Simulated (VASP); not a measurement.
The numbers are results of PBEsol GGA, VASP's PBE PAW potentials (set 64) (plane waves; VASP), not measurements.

VASP ran on this input.

### POSCAR
```
Be4S3Te
5.0511690
  0.0001055555   1.0000000469   0.9971711986
  1.0000000469   0.0001055555   0.9971711986
  0.5000528012   0.5000528012   0.0000000000
Be Te S
4 1 3
Cartesian
  1.0001056025   1.0001056025   1.9549071713
  1.0194298025   1.4808342036   1.5132399074
  1.4808342036   1.0194298025   1.5132399074
  1.0001056025   1.0001056025   1.0005518072
  0.2500264006   0.2500264006   0.2505583140
  0.7506429335   0.2494626689   0.7471143213
  0.2494626689   0.7506429335   0.7471143213
  0.7500792018   0.7500792018   1.2478150378
```

### KPOINTS
```
k-points along high-symmetry lines
8
Line-mode
Reciprocal
  0.000000   0.000000   0.000000 ! GAMMA
 -0.500000  -0.500000   0.000000 ! Y

 -0.500000  -0.500000   0.000000 ! Y
 -0.625000  -0.375000   0.000000 ! C_0

 -0.375000   0.375000   0.000000 ! SIGMA_0
  0.000000   0.000000   0.000000 ! GAMMA

  0.000000   0.000000   0.000000 ! GAMMA
  0.500000   0.500000   0.500000 ! Z

  0.500000   0.500000   0.500000 ! Z
  0.125000   0.875000   0.500000 ! A_0

 -0.125000   0.125000   0.500000 ! E_0
  0.000000   0.000000   0.500000 ! T

  0.000000   0.000000   0.500000 ! T
 -0.500000  -0.500000   0.000000 ! Y

  0.000000   0.000000   0.000000 ! GAMMA
 -0.500000   0.000000   0.000000 ! S

 -0.500000   0.000000   0.000000 ! S
  0.000000   0.500000   0.500000 ! R

  0.000000   0.500000   0.500000 ! R
  0.500000   0.500000   0.500000 ! Z

  0.500000   0.500000   0.500000 ! Z
  0.000000   0.000000   0.500000 ! T
```

### INCAR
```
! general
SYSTEM   =  Be4S3Te
PREC     =  Accurate
ENCUT    =  400
LREAL    =  .FALSE.
LASPH    =  .TRUE.
ICHARG   =  11

! electronic loop
EDIFF    =  1E-7
NELM     =  100
ALGO     =  Normal
LMAXMIX  =  4

! smearing
ISMEAR   =  0
SIGMA    =  0.05

! functional
GGA      =  PS

! output
LWAVE    =  .FALSE.
LCHARG   =  .FALSE.
LORBIT   =  11
```

POTCAR, in this order: Be Te S (PBE.64 set). Program: vasp_std. Read from the step before: CHGCAR.

What VASP printed:

**OUTCAR**
```
 ion  position               nearest neighbor table
   1  0.980  0.980  0.040-   6 2.07   7 2.07   5 2.31   5 2.31
   2  0.989  0.528  0.982-   8 2.12   6 2.14   6 2.14   5 2.34
   3  0.528  0.989  0.982-   8 2.12   7 2.14   7 2.14   5 2.34
   4  0.502  0.502  0.997-   8 2.18   8 2.18   6 2.20   7 2.20
   5  0.126  0.126  0.249-   1 2.31   1 2.31   2 2.34   3 2.34
   6  0.124  0.625  0.251-   1 2.07   2 2.14   2 2.14   4 2.20
   7  0.625  0.124  0.251-   1 2.07   3 2.14   3 2.14   4 2.20
   8  0.626  0.626  0.249-   2 2.12   3 2.12   4 2.18   4 2.18
  LATTYP: Found a base centered orthorhombic cell.
 ALAT       =     7.1426780124
 B/A-ratio  =     1.4103618383
 C/A-ratio  =     0.5001055666
 Subroutine PRICEL returns:
 Original cell was already a primitive cell.
 Subroutine GETGRP returns: Found  4 space group operations
The static configuration has the point symmetry C_2v.
The dynamic configuration has the point symmetry C_2v.
 Subroutine INISYM returns: Found  4 space group operations
   k-points           NKPTS =     88   k-points in BZ     NKDIM =     88   number of bands    NBANDS=     21
   number of dos      NEDOS =    301   number of ions     NIONS =      8
   total plane-waves  NPLWV =  55296
   dimension x,y,z NGX =    48 NGY =   48 NGZ =   24
   dimension x,y,z NGXF=    96 NGYF=   96 NGZF=   48
   ions per type =               4   1   3
...
```

OSZICAR:
```
       N       E                     dE             d eps       ncg     rms          rms(c)
DAV:   1     0.119107274059E+03    0.11911E+03   -0.11371E+04  3696   0.106E+03
DAV:   2    -0.271021231493E+02   -0.14621E+03   -0.13877E+03  5187   0.197E+02
DAV:   3    -0.376672349345E+02   -0.10565E+02   -0.10408E+02  4732   0.588E+01
DAV:   4    -0.378962452158E+02   -0.22901E+00   -0.22848E+00  4907   0.103E+01
DAV:   5    -0.379018717037E+02   -0.56265E-02   -0.56245E-02  4667   0.148E+00
DAV:   6    -0.379020359441E+02   -0.16424E-03   -0.16421E-03  5329   0.241E-01
DAV:   7    -0.379020392000E+02   -0.32559E-05   -0.32557E-05  4599   0.265E-02
DAV:   8    -0.379020393122E+02   -0.11225E-06   -0.11220E-06  3966   0.442E-03
DAV:   9    -0.379020393171E+02   -0.48212E-08   -0.48574E-08  3411   0.982E-04
   1 F= -.37902039E+02 E0= -.37902039E+02  d E =-.179459E-11
```

**OUTCAR**
```
 val. band max:        5.7460524570   @ k =   0.0000   0.0000   0.0000

 cond. band min:       6.8649007726   @ k =   0.0000   0.0000   0.5000



 k-point     1 :       0.0000    0.0000    0.0000
  band No.  band energies     occupation
      1      -9.0589      2.00000
      2      -7.8603      2.00000
      3      -7.6275      2.00000
      4      -5.7455      2.00000
      5      -1.4534      2.00000
      6      -1.1864      2.00000
      7      -0.5726      2.00000
      8       1.5643      2.00000
      9       1.6332      2.00000
     10       2.7559      2.00000
     11       3.0798      2.00000
     12       3.1750      2.00000
     13       3.3106      2.00000
     14       4.8961      2.00000
     15       4.9729      2.00000
     16       5.7461      2.00000
     17       6.9685      0.00000
     18       8.4711      0.00000
     19       8.7523      0.00000
     20       8.8469      0.00000
     21       9.5298      0.00000

 k-point     2 :      -0.0714   -0.0714    0.0000
  band No.  band energies     occupation
      1      -9.0426      2.00000
      2      -7.8638      2.00000
      3      -7.6448      2.00000
      4      -5.7746      2.00000
      5      -1.4110      2.00000
      6      -1.1470      2.00000
      7      -0.5071      2.00000
      8       1.5830      2.00000
      9       1.6503      2.00000
     10       2.7532      2.00000
     11       2.9998      2.00000
     12       3.1026      2.00000
     13       3.2888      2.00000
     14       4.8217      2.00000
     15       4.8630      2.00000
     16       5.6978      2.00000
     17       7.0094      0.00000
     18       8.5214      0.00000
     19       8.8031      0.00000
     20       8.9151      0.00000
     21       9.6048      0.00000

 k-point     3 :      -0.1429   -0.1429    0.0000
  band No.  band energies     occupation
      1      -8.9941      2.00000
      2      -7.8736      2.00000
      3      -7.6960      2.00000
      4      -5.8535      2.00000
...
```

The density is held fixed in this step, so its total energy and stress have no physical meaning. Unless said otherwise, spin-orbit coupling is left out, though it shifts the bands of the heavy elements here.

The structure was generated: Be4S3Te was put into an ordered model structure (Amm2), which need not be its known phase. It was relaxed first.
